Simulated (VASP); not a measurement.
Consider the following.

```
CELL_PARAMETERS angstrom
      0.00000     2.19453     2.19453
      2.19453     0.00000     2.19453
      8.80912     8.80912    -0.03102
ATOMIC_POSITIONS crystal
  Ti 0.00000 0.00000 0.00000
  N  0.51298 0.51298 0.11526
  N  0.50407 0.50407 0.37195
  N  0.49593 0.49593 0.62805
  N  0.48702 0.48702 0.88474
  Sc 0.00505 0.00505 0.24621
  Sc 0.00000 0.00000 0.50000
  Sc 0.99495 0.99495 0.75379
```

Method: PBEsol GGA, VASP's PBE PAW potentials (set 64) (plane waves; VASP). Numerical set-up: 520 eV cut-off, 13×13×4 Γ-centred mesh, tetrahedra with Blöchl corrections, potentials Ti_sv N Sc_sv.

The cores are frozen, which limits the accuracy of field gradients.

### Question
Give the principal components of the electric field gradient (V/Å²) and the asymmetry η at each nucleus.

### Answer

```tsv
atom	Vxx	Vyy	Vzz	η
Ti1	2.9	2.9	-5.8	0.00
N2	2.2	2.2	-4.4	0.00
N3	-1.2	-1.2	2.5	0.00
N4	-1.2	-1.2	2.5	0.00
N5	2.2	2.2	-4.4	0.00
Sc6	0.2	0.2	-0.4	-
Sc7	1.5	1.5	-3.0	0.00
Sc8	0.2	0.2	-0.4	-
```

The structure was generated: Sc3TiN4 was put into an ordered model structure (R-3m), which need not be its known phase. It was relaxed first.
